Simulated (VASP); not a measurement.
Given:

```yaml
crystal:
  lattice:
    - [0.00000, 1.79302, 1.79302]
    - [1.79302, 0.00000, 1.79302]
    - [1.79302, 1.79302, 0.00000]
  atoms:
    - { symbol: C, position: [0.00000, 0.00000, 0.00000] }
    - { symbol: C, position: [0.25000, 0.25000, 0.25000] }
```

The numbers are results of revPBE GGA, VASP's PBE PAW potentials (set 64) (plane waves; VASP 6.6.1), not measurements. Numerical set-up: 520 eV cut-off, Gaussian smearing of 0.050 eV, potentials C.

**Question.** Give the energies of bands 2 to 7 at the high-symmetry points, in eV from the valence-band maximum.

**Answer.** 
```tsv
band	Γ	X	U	L	W
2	0.00	-12.71	-11.68	-13.22	-11.95
3	0.00	-6.21	-9.17	-2.77	-8.19
4	0.00	-6.21	-5.29	-2.77	-8.19
5	5.55	4.72	5.63	8.40	10.59
6	5.55	4.72	10.64	8.40	10.59
7	5.55	16.63	14.22	8.59	12.11
```

The gap is indirect, 4.09 eV, from the valence maximum at Γ to the conduction minimum at Γ-X at 0.71.

The compound is C in the diamond structure. It was relaxed first.
